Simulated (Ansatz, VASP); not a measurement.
# PbSe (Clausthalite): VASP beside Ansatz, part 3 of 3

One calculation is typed for both programs; each brings its own data sets. How far apart do they land? The cell is taken from a series of runs on this material, whose earlier steps may have relaxed, scaled, displaced or heated it; both programs get it as it stands.

VASP 6.6.1 and Ansatz 0.2.0.

So far: The starting structure; Ansatz: zone-centre phonons, PBE; VASP: zone-centre phonons, PBE.

## 3. VASP: zone-centre phonons, PBE (continued)

Level of this step: PBE; plane waves and PAW (Se, Pb_d) (VASP).

Numbers of over 12 decimals in the logs are rounded to 6 here.

OUTCAR, selected parts (step 3):

```text
ion  position               nearest neighbor table
   1  0.500  0.500  0.500-   2 3.17   2 3.17   2 3.17   2 3.17   2 3.17   2 3.17
   2  0.000  0.000  0.000-   1 3.17   1 3.17   1 3.17   1 3.17   1 3.17   1 3.17

  LATTYP: Found a face centered cubic cell.
 ALAT       =     6.3397462628

 Subroutine GETGRP returns: Found 48 space group operations
 (whereof 48 operations were pure point group operations)

The static configuration has the point symmetry O_h .

 Found    145 irreducible k-points:

   k-points           NKPTS =    145   k-points in BZ     NKDIM =    145   number of bands    NBANDS=     16

   dimension x,y,z NGX =    36 NGY =   36 NGZ =   36
   dimension x,y,z NGXF=    72 NGYF=   72 NGZF=   72

   ENCUT  =  500.0 eV  36.75 Ry    6.06 a.u.   8.17  8.17  8.17*2*pi/ulx,y,z

   NELECT =      20.0000    total number of electrons

 k-points in reciprocal lattice and weights: Automatic mesh
   0.00000000  0.00000000  0.00000000       0.000
   0.06250000  0.00000000  0.00000000       0.002
   0.12500000  0.00000000  0.00000000       0.002
   0.18750000  0.00000000  0.00000000       0.002
   0.25000000  0.00000000  0.00000000       0.002
   0.31250000  0.00000000  0.00000000       0.002
   0.37500000  0.00000000  0.00000000       0.002
   0.43750000  0.00000000  0.00000000       0.002
   0.50000000  0.00000000  0.00000000       0.001
[...]
-0.31250000  0.50000000  0.18750000       0.003
  -0.25000000  0.50000000  0.25000000       0.001

 average (electrostatic) potential at core
       1 -53.7209       2 -93.4470

  Total       -0.9548524     -0.9548524     -0.9548524      0.0000000      0.0000000     -0.0000000
  in kB      -24.0154747    -24.0154747    -24.0154747      0.0000000      0.0000000     -0.0000000
  external PRESSURE =     -24.0154747 kB  Pullay stress =       0.0000000 kB

  energy-cutoff  :      500.00
  volume of cell :       63.70
      direct lattice vectors                 reciprocal lattice vectors
     0.000000000  3.169873131  3.169873131    -0.157735019  0.157735019  0.157735019
     3.169873131  0.000000000  3.169873131     0.157735019 -0.157735019  0.157735019
     3.169873131  3.169873131  0.000000000     0.157735019  0.157735019 -0.157735019

 POSITION                                       TOTAL-FORCE (eV/Angst)
 -----------------------------------------------------------------------------------
      3.16987      3.16987      3.16987         0.000000      0.000000     -0.000000
      0.00000      0.00000      0.00000         0.000000      0.000000      0.000000
 -----------------------------------------------------------------------------------
    total drift:                                0.000000      0.000000      0.000000

 MACROSCOPIC STATIC DIELECTRIC TENSOR (including local field effects in DFT)
 ------------------------------------------------------
          18.529719     0.000000     0.000000
          -0.000000    18.529719     0.000000
          -0.000000     0.000000    18.529719
 ------------------------------------------------------

 PIEZOELECTRIC TENSOR (including local field effects)  for field in x, y, z        (C/m^2)
          XX          YY          ZZ          XY          YZ          ZX
  --------------------------------------------------------------------------------
  x     0.00000     0.00000     0.00000     0.00000     0.00000     0.00000
  y     0.00000     0.00000     0.00000     0.00000     0.00000     0.00000
  z     0.00000     0.00000     0.00000     0.00000     0.00000     0.00000

 BORN EFFECTIVE CHARGES (including local field effects) (in |e|, cummulative output)
 ---------------------------------------------------------------------------------
 ion    1
    1    -4.79327     0.00000     0.00000
    2     0.00000    -4.79327     0.00000
    3     0.00000     0.00000    -4.79327
 ion    2
    1     4.79327     0.00000     0.00000
    2     0.00000     4.79327     0.00000
    3     0.00000     0.00000     4.79327

 Eigenvectors and eigenvalues of the dynamical matrix
 ----------------------------------------------------

   1 f  =    0.001117 THz     0.007016 2PiTHz    0.037248 cm-1     0.004618 meV
             X         Y         Z           dx          dy          dz
      3.169873  3.169873  3.169873     0.000000    0.524452    0.000000
      0.000000  0.000000  0.000000     0.000000    0.851440    0.000000

   2 f  =    0.001117 THz     0.007016 2PiTHz    0.037248 cm-1     0.004618 meV
             X         Y         Z           dx          dy          dz
      3.169873  3.169873  3.169873     0.524452    0.000000    0.000000
      0.000000  0.000000  0.000000     0.851440    0.000000    0.000000

   3 f  =    0.001117 THz     0.007016 2PiTHz    0.037248 cm-1     0.004618 meV
             X         Y         Z           dx          dy          dz
      3.169873  3.169873  3.169873     0.000000    0.000000   -0.524452
      0.000000  0.000000  0.000000     0.000000    0.000000   -0.851440

   4 f/i=    1.133836 THz     7.124100 2PiTHz   37.820691 cm-1     4.689166 meV
             X         Y         Z           dx          dy          dz
      3.169873  3.169873  3.169873    -0.851440    0.000000    0.000000
      0.000000  0.000000  0.000000     0.524452    0.000000    0.000000

   5 f/i=    1.133836 THz     7.124100 2PiTHz   37.820691 cm-1     4.689166 meV
             X         Y         Z           dx          dy          dz
      3.169873  3.169873  3.169873     0.000000    0.000000   -0.851440
      0.000000  0.000000  0.000000     0.000000    0.000000    0.524452

   6 f/i=    1.133836 THz     7.124100 2PiTHz   37.820691 cm-1     4.689166 meV
             X         Y         Z           dx          dy          dz
      3.169873  3.169873  3.169873     0.000000   -0.851440    0.000000
      0.000000  0.000000  0.000000     0.000000    0.524452    0.000000

 MACROSCOPIC STATIC DIELECTRIC TENSOR IONIC CONTRIBUTION
 ------------------------------------------------------
           0.000000     0.000000     0.000000
           0.000000     0.000000     0.000000
           0.000000     0.000000     0.000000
 ------------------------------------------------------

 ELASTIC MODULI CONTR FROM IONIC RELAXATION (kBar)
 Direction    XX          YY          ZZ          XY          YZ          ZX
 --------------------------------------------------------------------------------
 XX           0.0000      0.0000      0.0000      0.0000      0.0000      0.0000
 YY           0.0000      0.0000      0.0000      0.0000      0.0000      0.0000
 ZZ           0.0000      0.0000      0.0000      0.0000      0.0000      0.0000
 XY           0.0000      0.0000      0.0000      0.0000      0.0000      0.0000
 YZ           0.0000      0.0000      0.0000      0.0000      0.0000      0.0000
 ZX           0.0000      0.0000      0.0000      0.0000      0.0000      0.0000
 --------------------------------------------------------------------------------

 PIEZOELECTRIC TENSOR IONIC CONTR  for field in x, y, z        (C/m^2)
          XX          YY          ZZ          XY          YZ          ZX
  --------------------------------------------------------------------------------
  x     0.00000     0.00000     0.00000     0.00000     0.00000     0.00000
  y     0.00000     0.00000     0.00000     0.00000     0.00000     0.00000
  z     0.00000     0.00000     0.00000     0.00000     0.00000     0.00000
```

The gap is read on the k-mesh alone, so it is an upper bound where the band edges lie off the mesh. Energies printed during the response cycles are not total energies of the cell. With a direct gap this small, the dielectric response converges slowly with the mesh, so tensor and charges are uncertain; a mesh that holds the point of the least gap tends to give too large a tensor. With imaginary modes the cell is no minimum, so the ionic parts of its dielectric, piezoelectric and elastic tensors have no meaning.

## 4. Side by side

Known differences besides the potentials themselves: fixed occupations in Ansatz, narrow Gaussian smearing in VASP; VASP's response is taken on the typed mesh, Ansatz refines its own for the field response alone; the data sets hold 30 valence electrons in Ansatz (on its PAW soft_1 files) and 20 in VASP; the cutoff is 420 eV in Ansatz and 500 eV in VASP. Total energies have different zeros and are not compared.

The two programs side by side:

```
                                                   quantity  Ansatz   VASP  difference
                                                      ε∞ xx   18.48  18.53     -0.24 %
                                                      ε∞ yy   18.48  18.53     -0.24 %
                                                      ε∞ zz   18.48  18.53     -0.24 %
              Born charge of Se1 (mean of the diagonal) (e)   -4.80  -4.79        0.00
              Born charge of Pb2 (mean of the diagonal) (e)    4.80   4.79        0.00
optical mode 1 to 3 (imaginary, printed as negative) (cm⁻¹)   -38.5  -37.8        -0.6
```

Modes are paired by rising frequency, not by their patterns, so a pair may set unlike modes beside each other; they are those without the splitting of longitudinal modes.

## 5. Outcome

- r.m.s. difference of the optical zone-centre modes, each program's sorted by frequency (zone-centre phonons, PBE): 0.65 cm⁻¹

In words: The r.m.s. difference of the optical zone-centre modes, each program's sorted by frequency is 0.65 cm⁻¹ (zone-centre phonons, PBE). The data sets hold unlike numbers of valence electrons (30 in Ansatz and 20 in VASP), so part of the differences comes from the potentials. How closely two codes agree says nothing of how well the functional describes the real material.

[Lines on the potential files, build, host, timing and source positions are cut from VASP's logs without a mark.]

[Logs are printed without paths, hosts, clocks, repeated set-up lines and the standing remarks that a program may print on its own settings, such as how far it seeks lower states.]

[Hosts, paths, dates, database ids (printed as entryN), source tags and the programs' standing remarks are cut or masked in the printed files.]
